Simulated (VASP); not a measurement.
HfSi (relaxed from the wurtzite structure, space group P6_3/mmc): computed properties

All values below come from PBEsol GGA, VASP's PBE PAW potentials (set 64) (plane waves; VASP).

```json
{
  "space_group": "P6_3/mmc (194)",
  "cell": "a = b = 4.5444 Å, c = 5.1938 Å, α = β = 90.00°, γ = 120.00°",
  "volume_per_atom": "23.22 Å³/atom",
  "band gap (over mesh and band path)": "none (metal, semimetal or under 0.01 eV)",
  "density": "7.39 g/cm³"
}
```

```cif
data_Hf2Si2
_chemical_formula_sum 'Hf2 Si2'
_space_group_name_H-M_alt 'P 1'
_space_group_IT_number 1
_cell_length_a 4.54438
_cell_length_b 4.54438
_cell_length_c 5.19383
_cell_angle_alpha 90.000
_cell_angle_beta 90.000
_cell_angle_gamma 120.000
loop_
_space_group_symop_operation_xyz
  'x, y, z'
loop_
_atom_site_label
_atom_site_type_symbol
_atom_site_fract_x
_atom_site_fract_y
_atom_site_fract_z
_atom_site_occupancy
Hf1 Hf 0.33333 0.66667 0.93753 1
Hf2 Hf 0.66667 0.33333 0.43753 1
Si1 Si 0.33333 0.66667 0.43747 1
Si2 Si 0.66667 0.33333 0.93747 1
```

Unless said otherwise, spin-orbit coupling is left out, though it shifts the bands of the heavy elements here.

The structure was generated: HfSi was put into the wurtzite type (P6_3mc), which need not be its known phase. It was relaxed first, which changed the volume by -36 %. The relaxed cell has space group P6_3/mmc. Symmetry was kept, so distortions that lower it aren't found.
